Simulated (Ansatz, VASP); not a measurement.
## Cu3Pt: VASP beside Ansatz

```
Cu Pt
1.0
     3.65986    0.00000    0.00000
     0.00000    3.65986    0.00000
     0.00000    0.00000    3.65986
Cu Pt
3 1
Direct
  0.00000 0.50000 0.50000
  0.50000 0.00000 0.50000
  0.50000 0.50000 0.00000
  0.00000 0.00000 0.00000
```

Change from the starting cell: volume scaled by 0.96, crystal datasets.

Alike in both runs: task electric field gradients; functional LDA; k mesh 9 × 9 × 9; occupations fermi-dirac, width 0.05 eV; no spin polarisation.

```csv
,VASP,Ansatz
version,VASP 6.6.1,Ansatz 0.2.0
potentials or method,"VASP PAW LDA potentials, release 64 (Cu, Pt), cutoff 520 eV","all-electron PAW with datasets made for the crystal, scalar-relativistic"
```

|  | VASP | Ansatz | Ansatz less VASP |
| --- | --- | --- | --- |
| pressure (GPa) | -4.2 | -5.1 | -0.88 |
| Vzz of the field gradient on the site that differs most (V/Å²) | 30.5 | 26.8 | -3.70 |

Ansatz ran all-electron here, so the differences hold the error of VASP's frozen core and of both bases. Ansatz warned: «gradients_without_spin_orbit».

Spin-orbit coupling is left out, which matters for the levels of Pt.
